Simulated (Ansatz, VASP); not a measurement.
**AlB2Ru3: VASP beside Ansatz**

```
Al B Ru
1.0
     3.83323    0.00000    0.00000
     0.00000    3.83323    0.00000
     0.00000    0.00000    7.18115
Al B Ru
1 2 3
Direct
  0.50000 0.50000 0.00000
  0.50000 0.00000 0.50000
  0.00000 0.50000 0.50000
  0.00000 0.00000 0.50000
  0.00000 0.00000 0.84573
  0.00000 0.00000 0.15427
```

Alike in both runs: functional PBE; k mesh 6 × 6 × 4; occupations gaussian, width 0.1 eV; no spin polarisation.

Ansatz relaxed the structure, and its values are those at the end. VASP's run is a single point on that final structure, the one shown.

|  | VASP | Ansatz |
| --- | --- | --- |
| version | VASP 6.6.1 | Ansatz 0.2.0 |
| potentials or method | VASP PAW PBE potentials, release 64 (Al, B, Ru_pv) | scalar-relativistic, plane waves, PAW |
| plane-wave cutoff (eV) | 520 | 420 |
| valence electrons in the cell | 51 | 57 |

Ansatz gave:

* gap on the k mesh at the Fermi level (eV): none
* pressure (GPa): 0.1
* rms of the force components (eV/Å): 0.000

What did VASP give for the same quantities?

gap on the k mesh at the Fermi level (eV): none; pressure (GPa): 0.3; rms of the force components (eV/Å): 0.058.

A gap of «none» marks a metal or a gap that the smearing closes. The two sets of potentials don't hold the same shells in valence.
